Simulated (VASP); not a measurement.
Method: PBEsol GGA, VASP's PBE PAW potentials (set 64) (plane waves; VASP 6.6.1).

The input files of a VASP run:

File KPOINTS:
```
Regular mesh
0
G
 10 10 6
0 0 0
```

File POSCAR:
```
SiGe
1
    3.4327778607     0.0000000000    -0.0000000000
   -1.7163889303     2.9728727468     0.0000000000
    0.0000000000     0.0000000000     5.5419045790
Si Ge
2 2
Direct
  0.0000000000   0.0000000000   0.0000000000
  0.0000000000   0.0000000000   0.5000000000
  0.3333330000   0.6666670000   0.2500000000
  0.6666670000   0.3333330000   0.7500000000
```

**INCAR**
```
# general
SYSTEM   =  SiGe
PREC     =  Accurate
ENCUT    =  500   # plane-wave cut-off (eV)
LREAL    =  F   # projection in real space or not
LASPH    =  T

# electronic loop
EDIFF    =  1E-6
NELM     =  100   # most electronic steps
ALGO     =  Normal
LMAXMIX  =  4   # l cut-off of mixed one-centre charges

# smearing
ISMEAR   =  1   # Methfessel-Paxton
SIGMA    =  0.1

# functional
GGA      =  PS   # PBEsol

# ions
IBRION   =  2   # conjugate gradients
NSW      =  40   # most ionic steps
ISIF     =  3
EDIFFG   =  -0.02   # ionic stop
PSTRESS  =  300

# output
LWAVE    =  F
LCHARG   =  F
```

POTCAR, in this order: Si Ge_d (PBE.64 set). Program: vasp_std.

The run wrote:

### OSZICAR
```
       N       E                     dE             d eps       ncg     rms          rms(c)
DAV:   1     0.245405678918E+03    0.24541E+03   -0.17866E+04  2788   0.392E+03
DAV:   2     0.162111466199E+02   -0.22919E+03   -0.22432E+03  2476   0.679E+02
DAV:   3    -0.182663762594E+02   -0.34478E+02   -0.34155E+02  2968   0.160E+02
DAV:   4    -0.194040273071E+02   -0.11377E+01   -0.11308E+01  2870   0.323E+01
DAV:   5    -0.194289996565E+02   -0.24972E-01   -0.24962E-01  3054   0.510E+00    0.649E+00
DAV:   6    -0.192820890355E+02    0.14691E+00   -0.85181E-02  3446   0.460E+00    0.369E+00
DAV:   7    -0.192104247828E+02    0.71664E-01   -0.63849E-02  3374   0.291E+00    0.247E-01
DAV:   8    -0.192095464879E+02    0.87829E-03   -0.74475E-03  3152   0.142E+00    0.116E-01
DAV:   9    -0.192095521893E+02   -0.57014E-05   -0.25101E-04  3236   0.187E-01    0.400E-02
DAV:  10    -0.192095502258E+02    0.19635E-05   -0.21321E-05  3628   0.626E-02    0.122E-02
DAV:  11    -0.192095499333E+02    0.29253E-06   -0.49402E-06  2924   0.438E-02
   1 F= -.86196529E+01 E0= -.86190206E+01  d E =-.861965E+01
       N       E                     dE             d eps       ncg     rms          rms(c)
DAV:   1    -0.191788203247E+02    0.30730E-01   -0.50819E-02  3114   0.442E+00    0.353E-01
DAV:   2    -0.191763160060E+02    0.25043E-02   -0.42274E-03  2952   0.133E+00    0.182E-01
DAV:   3    -0.191754696395E+02    0.84637E-03   -0.14198E-03  3382   0.707E-01    0.408E-02
DAV:   4    -0.191754257564E+02    0.43883E-04   -0.14338E-04  3048   0.209E-01    0.186E-02
DAV:   5    -0.191754235482E+02    0.22081E-05   -0.51232E-06  2714   0.291E-02    0.710E-03
DAV:   6    -0.191754237550E+02   -0.20681E-06   -0.11765E-06  1498   0.222E-02
   2 F= -.86194992E+01 E0= -.86187767E+01  d E =0.153749E-03
       N       E                     dE             d eps       ncg     rms          rms(c)
DAV:   1    -0.192007076604E+02   -0.25284E-01   -0.24499E-02  3114   0.309E+00    0.244E-01
DAV:   2    -0.191995137302E+02    0.11939E-02   -0.20048E-03  3038   0.917E-01    0.126E-01
DAV:   3    -0.191991032845E+02    0.41045E-03   -0.68523E-04  3376   0.493E-01    0.278E-02
DAV:   4    -0.191990789132E+02    0.24371E-04   -0.73512E-05  2926   0.149E-01    0.125E-02
DAV:   5    -0.191990763435E+02    0.25697E-05   -0.22678E-06  2244   0.209E-02    0.451E-03
DAV:   6    -0.191990759417E+02    0.40176E-06   -0.80925E-07  1370   0.183E-02
   3 F= -.86196785E+01 E0= -.86190196E+01  d E =-.255638E-04
       N       E                     dE             d eps       ncg     rms          rms(c)
DAV:   1    -0.191983005720E+02    0.77577E-03   -0.86167E-03  2972   0.873E-01    0.133E-01
DAV:   2    -0.191980345516E+02    0.26602E-03   -0.41851E-04  3164   0.360E-01    0.812E-02
DAV:   3    -0.191978926541E+02    0.14190E-03   -0.22887E-04  4062   0.254E-01    0.772E-03
DAV:   4    -0.191978937249E+02   -0.10707E-05   -0.32278E-05  2680   0.557E-02    0.492E-03
DAV:   5    -0.191978937755E+02   -0.50678E-07   -0.80967E-07  1586   0.165E-02
   4 F= -.86198239E+01 E0= -.86190399E+01  d E =-.145374E-03
       N       E                     dE             d eps       ncg     rms          rms(c)
DAV:   1    -0.191981753645E+02   -0.28164E-03   -0.77441E-02  2980   0.262E+00    0.398E-01
DAV:   2    -0.191958157407E+02    0.23596E-02   -0.37799E-03  3030   0.975E-01    0.242E-01
DAV:   3    -0.191945610886E+02    0.12547E-02   -0.20379E-03  3976   0.699E-01    0.237E-02
DAV:   4    -0.191945649290E+02   -0.38404E-05   -0.24949E-04  2698   0.153E-01    0.148E-02
DAV:   5    -0.191945648410E+02    0.87974E-07   -0.90592E-06  3354   0.506E-02
   5 F= -.86206051E+01 E0= -.86194727E+01  d E =-.926632E-03
       N       E                     dE             d eps       ncg     rms          rms(c)
DAV:   1    -0.192027590345E+02   -0.81941E-02   -0.30808E-01  2974   0.524E+00    0.796E-01
DAV:   2    -0.191932916670E+02    0.94674E-02   -0.15145E-02  3010   0.172E+00    0.485E-01
DAV:   3    -0.191882390490E+02    0.50526E-02   -0.77245E-03  3958   0.117E+00    0.463E-02
DAV:   4    -0.191882494359E+02   -0.10387E-04   -0.90473E-04  2746   0.282E-01    0.291E-02
DAV:   5    -0.191882478197E+02    0.16162E-05   -0.33330E-05  3562   0.862E-02    0.949E-03
DAV:   6    -0.191882481306E+02   -0.31088E-06   -0.11881E-06  1718   0.110E-02
   6 F= -.86230804E+01 E0= -.86220355E+01  d E =-.340191E-02
       N       E                     dE             d eps       ncg     rms          rms(c)
DAV:   1    -0.192265314576E+02   -0.38284E-01   -0.12194E+00  2986   0.105E+01    0.159E+00
DAV:   2    -0.191882251920E+02    0.38306E-01   -0.59816E-02  3002   0.327E+00    0.969E-01
DAV:   3    -0.191678907617E+02    0.20334E-01   -0.31545E-02  3672   0.173E+00    0.900E-02
DAV:   4    -0.191679271482E+02   -0.36387E-04   -0.34164E-03  2778   0.544E-01    0.585E-02
DAV:   5    -0.191679170612E+02    0.10087E-04   -0.13339E-04  3518   0.158E-01    0.177E-02
DAV:   6    -0.191679180174E+02   -0.95616E-06   -0.55833E-06  2608   0.206E-02
   7 F= -.86225998E+01 E0= -.86225167E+01  d E =-.292136E-02
       N       E                     dE             d eps       ncg     rms          rms(c)
DAV:   1    -0.192000517667E+02   -0.32135E-01   -0.39526E-01  3014   0.606E+00    0.909E-01
DAV:   2    -0.191876620988E+02    0.12390E-01   -0.19559E-02  2980   0.188E+00    0.553E-01
DAV:   3    -0.191810297712E+02    0.66323E-02   -0.10061E-02  3854   0.137E+00    0.515E-02
DAV:   4    -0.191810647714E+02   -0.35000E-04   -0.13837E-03  2694   0.339E-01    0.331E-02
DAV:   5    -0.191810615178E+02    0.32536E-05   -0.44095E-05  3684   0.977E-02    0.117E-02
DAV:   6    -0.191810614829E+02    0.34823E-07   -0.14028E-06  1874   0.141E-02
   8 F= -.86240081E+01 E0= -.86234670E+01  d E =-.432965E-02
```

**OUTCAR**
```
------------------------ aborting loop because EDIFF is reached ----------------------------------------
  FORCE on cell =-STRESS in cart. coord.  units (eV):
  Direction    XX          YY          ZZ          XY          YZ          ZX
  --------------------------------------------------------------------------------------
  Total       10.5948734     10.5948696     10.6238798      0.0000000      0.0000000      0.0000000
  in kB      301.0747333    301.0746264    301.8990075      0.0000000      0.0000000      0.0000000
  external PRESSURE =       1.3494558 kB  Pullay stress =     300.0000000 kB
  volume of cell :       56.38
      direct lattice vectors                 reciprocal lattice vectors
     3.398874489  0.000000000  0.000000000     0.294215042  0.169865164 -0.000000000
    -1.699437245  2.943511130 -0.000000000    -0.000000000  0.339730327 -0.000000000
     0.000000000  0.000000000  5.635484164    -0.000000000  0.000000000  0.177447043
 POSITION                                       TOTAL-FORCE (eV/Angst)
 -----------------------------------------------------------------------------------
     -1.69944      2.94351     -0.00000        -0.000000     -0.000000      0.000000
     -1.69944      2.94351      2.81774        -0.000000     -0.000000      0.000000
     -0.00000      1.96234      1.40887         0.000000     -0.000000     -0.000000
      1.69944      0.98117      4.22661        -0.000000      0.000000     -0.000000
 -----------------------------------------------------------------------------------
    total drift:                               -0.000000      0.000000      0.000000
  FREE ENERGIE OF THE ION-ELECTRON SYSTEM (eV)
  ---------------------------------------------------
  free  energy   TOTEN  =       -19.1810614829 eV

  energy  without entropy=      -19.1794381818  energy(sigma->0) =      -19.18052038
  enthalpy is  TOTEN    =        -8.6240081415 eV   P V=       10.5570533415

 reached required accuracy - stopping structural energy minimisation
```
(Selected blocks of OUTCAR.)

### CONTCAR
```
SiGe
   1.00000000000000
     3.3988744894631449    0.0000000001465935    0.0000000000000000
    -1.6994372445551122    2.9435111295066045   -0.0000000000000000
     0.0000000000000000    0.0000000000000000    5.6354841635963835
  Si              Ge
     2     2
Direct
     0.0000000000000000    1.0000000000000000    0.0000000000000000
     0.0000000000000000    1.0000000000000000    0.5000000000000000
     0.3333330000000032    0.6666669999999968    0.2500000000000000
     0.6666669999999968    0.3333330000000032    0.7500000000000000
```

**OUTCAR**
```
 val. band max:       10.0040994418   @ k =   0.3000   0.0000   0.3333

 cond. band min:      10.0074038158   @ k =   0.1000  -0.0000   0.1667


 Fermi energy:        10.0062803315

 k-point     1 :       0.0000    0.0000    0.0000
  band No.  band energies     occupation
      1     -14.4766      2.00000
      2     -14.4766      2.00000
      3     -14.4734      2.00000
      4     -14.4734      2.00000
      5     -14.4684      2.00000
      6     -14.4684      2.00000
      7     -14.4569      2.00000
      8     -14.4550      2.00000
      9     -14.4550      2.00000
     10     -14.4537      2.00000
     11      -5.3219      2.00000
     12      -1.0996      2.00000
     13      -0.2593      2.00000
     14       9.7114      2.00025
     15       9.7115      2.00025
     16      10.9308     -0.00000
     17      10.9308     -0.00000
     18      10.9455     -0.00000
     19      12.6886      0.00000
     20      13.5923      0.00000
     21      13.5923      0.00000
     22      14.3454      0.00000

 k-point     2 :       0.1000   -0.0000    0.0000
  band No.  band energies     occupation
      1     -14.4788      2.00000
      2     -14.4782      2.00000
      3     -14.4755      2.00000
      4     -14.4697      2.00000
      5     -14.4690      2.00000
      6     -14.4649      2.00000
      7     -14.4577      2.00000
      8     -14.4545      2.00000
      9     -14.4539      2.00000
     10     -14.4514      2.00000
     11      -5.1540      2.00000
     12      -0.9493      2.00000
     13      -0.0839      2.00000
     14       7.9665      2.00000
     15       8.9467      2.00000
     16      10.1626     -0.04952
     17      10.9503     -0.00000
     18      11.5241     -0.00000
     19      12.5192      0.00000
     20      13.2404      0.00000
     21      13.6745      0.00000
     22      14.8803      0.00000

 k-point     3 :       0.2000   -0.0000    0.0000
  band No.  band energies     occupation
      1     -14.4854      2.00000
...
```

The structure was generated: SiGe was put into the NiAs type type (P6_3/mmc), which need not be its known phase. This run relaxes it under an external pressure of 30 GPa. Symmetry was kept, so distortions that lower it aren't found.
